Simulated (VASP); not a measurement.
All values below come from RPBE GGA, VASP's PBE PAW potentials (set 64) (plane waves; VASP).

VASP ran on this input.

INCAR:
```
! general
SYSTEM =SrVO3
PREC   =Accurate
ENCUT  =520
LREAL  =.FALSE.
LASPH  =.TRUE.

! electronic loop
EDIFF  =1E-7
NELM   =100
ALGO   =Normal
LMAXMIX=4

! smearing
ISMEAR =-5

! functional
GGA    =RP

! ions
ISIF   =2

! output
LWAVE  =.FALSE.
LCHARG =.TRUE.
LORBIT =11
NEDOS  =601

! other
LEFG   =.TRUE.
```

### POSCAR
```
SrVO3
1
    3.8993367367     0.0000000000     0.0000000000
    0.0000000000     3.8993367367     0.0000000000
    0.0000000000     0.0000000000     3.8993367367
Sr V O
1 1 3
Direct
  0.0000000000   0.0000000000   0.0000000000
  0.5000000000   0.5000000000   0.5000000000
  0.5000000000   0.0000000000   0.5000000000
  0.0000000000   0.5000000000   0.5000000000
  0.5000000000   0.5000000000   0.0000000000
```

**KPOINTS**
```
Automatic mesh
0
Gamma
9 9 9
0 0 0
```

POTCAR, in this order: Sr_sv V_sv O (PBE.64 set). Program: vasp_std.

Output

OSZICAR:
```
       N       E                     dE             d eps       ncg     rms          rms(c)
DAV:   1     0.452148293801E+03    0.45215E+03   -0.24190E+04  1680   0.178E+03
DAV:   2    -0.205554560415E+02   -0.47270E+03   -0.46953E+03  2224   0.483E+02
DAV:   3    -0.469394902113E+02   -0.26384E+02   -0.26297E+02  1752   0.124E+02
DAV:   4    -0.477722833569E+02   -0.83279E+00   -0.83205E+00  2952   0.192E+01
DAV:   5    -0.477808009412E+02   -0.85176E-02   -0.84224E-02  2040   0.153E+00    0.354E+01
DAV:   6    -0.391702850023E+02    0.86105E+01   -0.10363E+02  2232   0.734E+01    0.189E+01
DAV:   7    -0.380103113403E+02    0.11600E+01   -0.40350E+01  1968   0.551E+01    0.162E+01
DAV:   8    -0.372072049951E+02    0.80311E+00   -0.32278E+00  1824   0.157E+01    0.563E+00
DAV:   9    -0.372121793442E+02   -0.49743E-02   -0.11118E+00  2120   0.791E+00    0.250E+00
DAV:  10    -0.371795222348E+02    0.32657E-01   -0.56916E-01  1912   0.666E+00    0.113E+00
DAV:  11    -0.371691934635E+02    0.10329E-01   -0.76246E-02  1880   0.235E+00    0.292E-01
DAV:  12    -0.371692752826E+02   -0.81819E-04   -0.45506E-03  2088   0.559E-01    0.907E-02
DAV:  13    -0.371692522995E+02    0.22983E-04   -0.47169E-04  2160   0.139E-01    0.338E-02
DAV:  14    -0.371692550632E+02   -0.27637E-05   -0.19073E-04  1824   0.766E-02    0.335E-02
DAV:  15    -0.371692472390E+02    0.78243E-05   -0.87432E-05  1976   0.786E-02    0.151E-02
DAV:  16    -0.371692477456E+02   -0.50663E-06   -0.10418E-05  1912   0.282E-02    0.245E-03
DAV:  17    -0.371692476871E+02    0.58480E-07   -0.69397E-07  1688   0.616E-03
   1 F= -.37169248E+02 E0= -.37169248E+02  d E =0.000000E+00
```

**OUTCAR**
```
------------------------ aborting loop because EDIFF is reached ----------------------------------------
  FORCE on cell =-STRESS in cart. coord.  units (eV):
  Direction    XX          YY          ZZ          XY          YZ          ZX
  --------------------------------------------------------------------------------------
  Total        0.0039238      0.0039238      0.0039238      0.0000000     -0.0000000      0.0000000
  in kB        0.1060349      0.1060349      0.1060349      0.0000000     -0.0000000      0.0000000
  external PRESSURE =       0.1060349 kB  Pullay stress =       0.0000000 kB
  volume of cell :       59.29
      direct lattice vectors                 reciprocal lattice vectors
     3.899336737  0.000000000  0.000000000     0.256453871  0.000000000  0.000000000
     0.000000000  3.899336737  0.000000000     0.000000000  0.256453871  0.000000000
     0.000000000  0.000000000  3.899336737     0.000000000  0.000000000  0.256453871
 POSITION                                       TOTAL-FORCE (eV/Angst)
 -----------------------------------------------------------------------------------
      0.00000      0.00000      0.00000         0.000000      0.000000      0.000000
      1.94967      1.94967      1.94967         0.000000      0.000000      0.000000
      1.94967      0.00000      1.94967         0.000000      0.000000      0.000000
      0.00000      1.94967      1.94967         0.000000      0.000000      0.000000
      1.94967      1.94967      0.00000         0.000000      0.000000      0.000000
 -----------------------------------------------------------------------------------
    total drift:                                0.000000      0.000000     -0.000000
  FREE ENERGIE OF THE ION-ELECTRON SYSTEM (eV)
  ---------------------------------------------------
  free  energy   TOTEN  =       -37.1692476871 eV

  energy  without entropy=      -37.1692476871  energy(sigma->0) =      -37.16924769

 total charge

# of ion       s       p       d       tot
------------------------------------------
    1        1.999   5.826   0.196   8.021
    2        2.268   6.315   2.891  11.474
    3        1.568   3.470   0.000   5.037
    4        1.568   3.470   0.000   5.037
    5        1.568   3.470   0.000   5.037
--------------------------------------------------
tot          8.970  22.549   3.087  34.607

 Electric field gradients after diagonalization (V/A^2)
 (convention: |V_zz| > |V_xx| > |V_yy|)
----------------------------------------------------------------------
 ion       V_xx      V_yy      V_zz     asymmetry (V_yy - V_xx)/ V_zz
----------------------------------------------------------------------
   1      -0.000    -0.000    -0.000      -0.187
   2      -0.000    -0.000    -0.000      -0.031
   3     -17.973   -17.973    35.946       0.000
   4     -17.973   -17.973    35.946       0.000
   5     -17.973   -17.973    35.946       0.000
```
(Selected blocks of OUTCAR.)

For a metal the tetrahedron method with Blöchl corrections gives inexact stress and forces.

The compound is SrVO3 in the cubic perovskite structure. It was relaxed first. The run is not spin-polarised, so no magnetic state was tried. The electron count is odd and the run is not spin-polarised, which forces a metal.
